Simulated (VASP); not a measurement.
Method: PBEsol GGA, VASP's PBE PAW potentials (set 64) (plane waves; VASP).

The input files of a VASP run:

### INCAR
```
ALGO  =  Normal
EDIFF  =  1E-6
EDIFFG  =  -0.02
ENCUT  =  500
GGA  =  PS
IBRION  =  2
ISIF  =  3
ISMEAR  =  1
ISPIN  =  2
LASPH  =  T
LCHARG  =  F
LMAXMIX  =  4
LORBIT  =  10
LREAL  =  F
LWAVE  =  F
MAGMOM  =  1.1 1.1 1.1 1.1 -0.1 -0.1 -0.1 -0.1
NELM  =  100
NSW  =  40
PREC  =  Accurate
PSTRESS  =  50
SIGMA  =  0.1
SYSTEM  =  FeGe
```

**KPOINTS**
```
Automatic
0
gamma
  7 7 7
```

**POSCAR**
```
FeGe
1
    4.5992778218     0.0000000000     0.0000000000
    0.0000000000     4.5992778218     0.0000000000
    0.0000000000     0.0000000000     4.5992778218
Fe Ge
4 4
Direct
  0.8637431919   0.6362568081   0.3637431919
  0.3637431919   0.8637431919   0.6362568081
  0.1362568081   0.1362568081   0.1362568081
  0.6362568081   0.3637431919   0.8637431919
  0.1580413879   0.3419586121   0.6580413879
  0.6580413879   0.1580413879   0.3419586121
  0.8419586121   0.8419586121   0.8419586121
  0.3419586121   0.6580413879   0.1580413879
```

POTCAR, in this order: Fe Ge_d (PBE.64 set). Program: vasp_std.

Output of the run:

### OUTCAR
```
 ion  position               nearest neighbor table
   1  0.864  0.636  0.364-   5 2.34   6 2.40   7 2.40   8 2.40   6 2.58   7 2.58   8 2.58   2 2.82
                             4 2.82   3 2.82   3 2.82   2 2.82   4 2.82
   2  0.364  0.864  0.636-   6 2.34   5 2.40   7 2.40   8 2.40   8 2.58   5 2.58   7 2.58   1 2.82
                             3 2.82   4 2.82   3 2.82   1 2.82   4 2.82
   3  0.136  0.136  0.136-   7 2.34   6 2.40   5 2.40   8 2.40   8 2.58   5 2.58   6 2.58   2 2.82
                             4 2.82   1 2.82   2 2.82   1 2.82   4 2.82
   4  0.636  0.364  0.864-   8 2.34   6 2.40   7 2.40   5 2.40   5 2.58   6 2.58   7 2.58   1 2.82
                             1 2.82   2 2.82   2 2.82   3 2.82   3 2.82
   5  0.158  0.342  0.658-   1 2.34   2 2.40   3 2.40   4 2.40   2 2.58   3 2.58   4 2.58   8 2.85
                             6 2.85   8 2.85   7 2.85   7 2.85   6 2.85
   6  0.658  0.158  0.342-   2 2.34   1 2.40   3 2.40   4 2.40   4 2.58   1 2.58   3 2.58   8 2.85
                             7 2.85   5 2.85   8 2.85   7 2.85   5 2.85
   7  0.842  0.842  0.842-   3 2.34   2 2.40   1 2.40   4 2.40   4 2.58   1 2.58   2 2.58   5 2.85
                             6 2.85   8 2.85   6 2.85   5 2.85   8 2.85
   8  0.342  0.658  0.158-   4 2.34   2 2.40   3 2.40   1 2.40   1 2.58   2 2.58   3 2.58   7 2.85
                             5 2.85   5 2.85   6 2.85   6 2.85   7 2.85
  LATTYP: Found a simple cubic cell.
 ALAT       =     4.5992778218
 Subroutine PRICEL returns:
 Original cell was already a primitive cell.
 Subroutine GETGRP returns: Found 12 space group operations
The static configuration has the point symmetry C_3 .
 The point group associated with its full space group is T   .
The dynamic configuration has the point symmetry C_3 .
...
```

File OSZICAR:
```
       N       E                     dE             d eps       ncg     rms          rms(c)
DAV:   1     0.988501387201E+03    0.98850E+03   -0.35637E+04  5990   0.428E+03
DAV:   2     0.157434431489E+03   -0.83107E+03   -0.79902E+03  5184   0.101E+03
DAV:   3    -0.449914401922E+02   -0.20243E+03   -0.19290E+03  5192   0.291E+02
DAV:   4    -0.628342127520E+02   -0.17843E+02   -0.17514E+02  6368   0.960E+01
DAV:   5    -0.633257989644E+02   -0.49159E+00   -0.48982E+00  6288   0.188E+01    0.269E+01
DAV:   6    -0.671347787011E+02   -0.38090E+01   -0.11075E+02  6752   0.831E+01    0.278E+01
DAV:   7    -0.570403499368E+02    0.10094E+02   -0.52742E+01  6214   0.626E+01    0.592E+00
DAV:   8    -0.570630511574E+02   -0.22701E-01   -0.36155E+00  5818   0.953E+00    0.301E+00
DAV:   9    -0.570280761262E+02    0.34975E-01   -0.27506E-01  6918   0.455E+00    0.226E+00
DAV:  10    -0.570497301833E+02   -0.21654E-01   -0.30792E-02  6652   0.137E+00    0.168E+00
DAV:  11    -0.570523169160E+02   -0.25867E-02   -0.99985E-02  8562   0.256E+00    0.123E+00
DAV:  12    -0.570628630779E+02   -0.10546E-01   -0.31472E-02  7096   0.165E+00    0.529E-01
DAV:  13    -0.570633959515E+02   -0.53287E-03   -0.22485E-03  6808   0.544E-01    0.141E-01
DAV:  14    -0.570633244708E+02    0.71481E-04   -0.38908E-04  6480   0.160E-01    0.910E-02
DAV:  15    -0.570633615452E+02   -0.37074E-04   -0.55930E-05  6408   0.689E-02    0.512E-02
DAV:  16    -0.570633738150E+02   -0.12270E-04   -0.25234E-05  6314   0.400E-02    0.946E-03
DAV:  17    -0.570633737716E+02    0.43388E-07   -0.39810E-06  4768   0.158E-02
   1 F= -.54027188E+02 E0= -.54027645E+02  d E =-.540272E+02  mag=     4.0902
       N       E                     dE             d eps       ncg     rms          rms(c)
DAV:   1    -0.594952149289E+02   -0.24318E+01   -0.43951E+01  5352   0.808E+01    0.120E+01
DAV:   2    -0.578040719948E+02    0.16911E+01   -0.88352E+00  6144   0.375E+01    0.629E+00
DAV:   3    -0.572122957192E+02    0.59178E+00   -0.28172E+00  5930   0.200E+01    0.470E+00
DAV:   4    -0.568782739685E+02    0.33402E+00   -0.86172E-01  6746   0.890E+00    0.135E+00
DAV:   5    -0.568684814849E+02    0.97925E-02   -0.69555E-02  5672   0.280E+00    0.733E-01
DAV:   6    -0.568617764197E+02    0.67051E-02   -0.26073E-02  6414   0.189E+00    0.307E-01
DAV:   7    -0.568613160356E+02    0.46038E-03   -0.47658E-03  6224   0.664E-01    0.133E-01
DAV:   8    -0.568612637092E+02    0.52326E-04   -0.21844E-04  6752   0.141E-01    0.505E-02
DAV:   9    -0.568612512988E+02    0.12410E-04   -0.79422E-05  5944   0.720E-02    0.927E-03
DAV:  10    -0.568612500520E+02    0.12468E-05   -0.83317E-06  4878   0.250E-02    0.586E-03
DAV:  11    -0.568612497069E+02    0.34508E-06   -0.61798E-07  3120   0.765E-03
   2 F= -.53991795E+02 E0= -.53992466E+02  d E =0.353928E-01  mag=     3.8917
       N       E                     dE             d eps       ncg     rms          rms(c)
DAV:   1    -0.578828363072E+02   -0.10216E+01   -0.15638E+01  5292   0.537E+01    0.671E+00
DAV:   2    -0.573720373293E+02    0.51080E+00   -0.27714E+00  5620   0.211E+01    0.372E+00
DAV:   3    -0.571495473004E+02    0.22249E+00   -0.88615E-01  5768   0.116E+01    0.273E+00
DAV:   4    -0.570355813292E+02    0.11397E+00   -0.28822E-01  6868   0.556E+00    0.767E-01
DAV:   5    -0.570319753046E+02    0.36060E-02   -0.24503E-02  5660   0.170E+00    0.376E-01
DAV:   6    -0.570298874751E+02    0.20878E-02   -0.58414E-03  6084   0.903E-01    0.191E-01
DAV:   7    -0.570297206610E+02    0.16681E-03   -0.10589E-03  6524   0.331E-01    0.891E-02
DAV:   8    -0.570296839821E+02    0.36679E-04   -0.16327E-04  5736   0.137E-01    0.181E-02
DAV:   9    -0.570296839105E+02    0.71554E-07   -0.21373E-05  6070   0.335E-02    0.115E-02
DAV:  10    -0.570296822738E+02    0.16368E-05   -0.86604E-06  4846   0.327E-02    0.193E-03
DAV:  11    -0.570296825168E+02   -0.24303E-06   -0.10236E-06  2910   0.967E-03
   3 F= -.54063858E+02 E0= -.54064111E+02  d E =-.366703E-01  mag=     4.0406
       N       E                     dE             d eps       ncg     rms          rms(c)
DAV:   1    -0.570279360382E+02    0.17462E-02   -0.75577E-03  5376   0.112E+00    0.152E-01
DAV:   2    -0.570276746266E+02    0.26141E-03   -0.14685E-03  5956   0.478E-01    0.850E-02
DAV:   3    -0.570275612596E+02    0.11337E-03   -0.47677E-04  5884   0.263E-01    0.612E-02
DAV:   4    -0.570275050702E+02    0.56189E-04   -0.14536E-04  6808   0.121E-01    0.174E-02
DAV:   5    -0.570275038357E+02    0.12345E-05   -0.11905E-05  5534   0.369E-02    0.881E-03
DAV:   6    -0.570275031965E+02    0.63916E-06   -0.30980E-06  3634   0.214E-02
   4 F= -.54063855E+02 E0= -.54064105E+02  d E =-.366672E-01  mag=     4.0383
       N       E                     dE             d eps       ncg     rms          rms(c)
DAV:   1    -0.570268114123E+02    0.69242E-03   -0.33455E-01  6020   0.245E+00    0.210E-01
DAV:   2    -0.570272416129E+02   -0.43020E-03   -0.52688E-03  6716   0.516E-01    0.109E-01
DAV:   3    -0.570272347516E+02    0.68613E-05   -0.43501E-04  6064   0.214E-01    0.602E-02
DAV:   4    -0.570271849847E+02    0.49767E-04   -0.21994E-04  6392   0.139E-01    0.433E-02
DAV:   5    -0.570271676442E+02    0.17341E-04   -0.36047E-05  6918   0.584E-02    0.120E-02
DAV:   6    -0.570271665935E+02    0.10507E-05   -0.10321E-05  6704   0.315E-02    0.524E-03
DAV:   7    -0.570271667174E+02   -0.12392E-06   -0.40455E-07  2970   0.789E-03
   5 F= -.54065386E+02 E0= -.54065617E+02  d E =-.153140E-02  mag=     4.0390
       N       E                     dE             d eps       ncg     rms          rms(c)
DAV:   1    -0.570245905944E+02    0.25760E-02   -0.67306E-01  6004   0.347E+00    0.298E-01
DAV:   2    -0.570254497954E+02   -0.85920E-03   -0.10583E-02  6716   0.734E-01    0.155E-01
DAV:   3    -0.570254357721E+02    0.14023E-04   -0.88565E-04  6050   0.305E-01    0.858E-02
DAV:   4    -0.570253353001E+02    0.10047E-03   -0.44390E-04  6392   0.197E-01    0.616E-02
DAV:   5    -0.570253007921E+02    0.34508E-04   -0.72116E-05  6944   0.826E-02    0.171E-02
DAV:   6    -0.570252985248E+02    0.22674E-05   -0.20786E-05  6800   0.447E-02    0.744E-03
DAV:   7    -0.570252986631E+02   -0.13831E-06   -0.81735E-07  3132   0.112E-02
   6 F= -.54066167E+02 E0= -.54066375E+02  d E =-.231177E-02  mag=     4.0399
```

### OUTCAR
```
------------------------ aborting loop because EDIFF is reached ----------------------------------------
  FORCE on cell =-STRESS in cart. coord.  units (eV):
  Direction    XX          YY          ZZ          XY          YZ          ZX
  --------------------------------------------------------------------------------------
  Total        3.0634224      3.0634224      3.0634224      0.0000000      0.0000000      0.0000000
  in kB       51.7621825     51.7621825     51.7621825      0.0000000      0.0000000      0.0000000
  external PRESSURE =       1.7621825 kB  Pullay stress =      50.0000000 kB
  volume of cell :       94.82
      direct lattice vectors                 reciprocal lattice vectors
     4.560036277  0.000000000 -0.000000000     0.219296501 -0.000000000  0.000000000
     0.000000000  4.560036277 -0.000000000    -0.000000000  0.219296501 -0.000000000
    -0.000000000  0.000000000  4.560036277     0.000000000  0.000000000  0.219296501
 POSITION                                       TOTAL-FORCE (eV/Angst)
 -----------------------------------------------------------------------------------
      3.93242      2.90764      1.65240        -0.001354      0.001354     -0.001354
      1.65240      3.93242      2.90764        -0.001354     -0.001354      0.001354
      0.62762      0.62762      0.62762         0.001354      0.001354      0.001354
      2.90764      1.65240      3.93242         0.001354     -0.001354     -0.001354
      0.71910      1.56091      2.99912        -0.002937      0.002937     -0.002937
      2.99912      0.71910      1.56091        -0.002937     -0.002937      0.002937
      3.84093      3.84093      3.84093         0.002937      0.002937      0.002937
      1.56091      2.99912      0.71910         0.002937     -0.002937     -0.002937
 -----------------------------------------------------------------------------------
    total drift:                                0.000000      0.000001      0.000000
  FREE ENERGIE OF THE ION-ELECTRON SYSTEM (eV)
  ---------------------------------------------------
  free  energy   TOTEN  =       -57.0252986631 eV

  energy  without entropy=      -57.0259230637  energy(sigma->0) =      -57.02550680
  enthalpy is  TOTEN    =       -54.0661668236 eV   P V=        2.9591318395

 total charge

# of ion       s       p       d       tot
------------------------------------------
    1        0.407   0.566   6.536   7.508
    2        0.407   0.566   6.536   7.508
    3        0.407   0.566   6.536   7.508
    4        0.407   0.566   6.536   7.508
    5        1.111   1.314  10.151  12.576
    6        1.111   1.314  10.151  12.576
    7        1.111   1.314  10.151  12.576
    8        1.111   1.314  10.151  12.576
--------------------------------------------------
tot          6.072   7.520  66.746  80.337

 magnetization (x)

# of ion       s       p       d       tot
------------------------------------------
    1       -0.000  -0.001   1.092   1.090
    2       -0.000  -0.001   1.092   1.090
    3       -0.000  -0.001   1.092   1.090
    4       -0.000  -0.001   1.092   1.090
    5       -0.011  -0.050  -0.003  -0.064
    6       -0.011  -0.050  -0.003  -0.064
    7       -0.011  -0.050  -0.003  -0.064
    8       -0.011  -0.050  -0.003  -0.064
--------------------------------------------------
tot         -0.045  -0.204   4.355   4.106

 reached required accuracy - stopping structural energy minimisation
```
(Selected blocks of OUTCAR.)

CONTCAR:
```
FeGe
   1.00000000000000
     4.5600362768187264    0.0000000000000000   -0.0000000000000000
     0.0000000000000000    4.5600362768187264   -0.0000000000000000
    -0.0000000000000000    0.0000000000000000    4.5600362768187264
  Fe              Ge
     4     4
Direct
     0.8623651564483352    0.6376348435516648    0.3623651564483351
     0.3623651564483351    0.8623651564483352    0.6376348435516648
     0.1376348435516649    0.1376348435516649    0.1376348435516649
     0.6376348435516648    0.3623651564483351    0.8623651564483352
     0.1576970121042572    0.3423029878957428    0.6576970121042571
     0.6576970121042571    0.1576970121042572    0.3423029878957428
     0.8423029878957429    0.8423029878957429    0.8423029878957429
     0.3423029878957428    0.6576970121042571    0.1576970121042572
```

File OUTCAR:
```
 val. band max:        8.8011491041   @ k =   0.2857   0.1429   0.1429

 cond. band min:       8.8054792406   @ k =   0.4286   0.4286   0.4286


 Fermi energy:         8.8054371096

 spin component 1

 k-point     1 :       0.0000    0.0000    0.0000
  band No.  band energies     occupation
      1     -15.7677      1.00000
      2     -15.7677      1.00000
      3     -15.7677      1.00000
      4     -15.7235      1.00000
      5     -15.7235      1.00000
      6     -15.7235      1.00000
      7     -15.7001      1.00000
      8     -15.7001      1.00000
      9     -15.7001      1.00000
     10     -15.6742      1.00000
     11     -15.6711      1.00000
     12     -15.6711      1.00000
     13     -15.6402      1.00000
     14     -15.6402      1.00000
     15     -15.6402      1.00000
     16     -15.6185      1.00000
     17     -15.6185      1.00000
     18     -15.6073      1.00000
     19     -15.6073      1.00000
     20     -15.6073      1.00000
     21      -5.0942      1.00000
     22       0.0827      1.00000
     23       0.0827      1.00000
     24       0.0827      1.00000
     25       3.5932      1.00000
     26       3.5932      1.00000
     27       3.5932      1.00000
     28       5.1897      1.00000
     29       5.1897      1.00000
     30       5.1897      1.00000
     31       5.6510      1.00000
     32       5.8178      1.00000
     33       5.8178      1.00000
     34       6.0422      1.00000
     35       6.0422      1.00000
     36       6.0422      1.00000
     37       6.7108      1.00000
     38       6.7108      1.00000
     39       6.7108      1.00000
     40       8.0352      1.00000
     41       8.0352      1.00000
     42       8.0363      1.00000
     43       8.0363      1.00000
     44       8.0363      1.00000
     45       8.7180      1.00665
     46       8.7180      1.00665
     47       8.7180      1.00665
     48      10.9468      0.00000
     49      10.9468      0.00000
...
```

Energy and stress use the plane-wave basis of the starting cell.

The compound is FeGe in the B20 structure. This run relaxes it under an external pressure of 5 GPa. Symmetry was kept, so distortions that lower it aren't found.
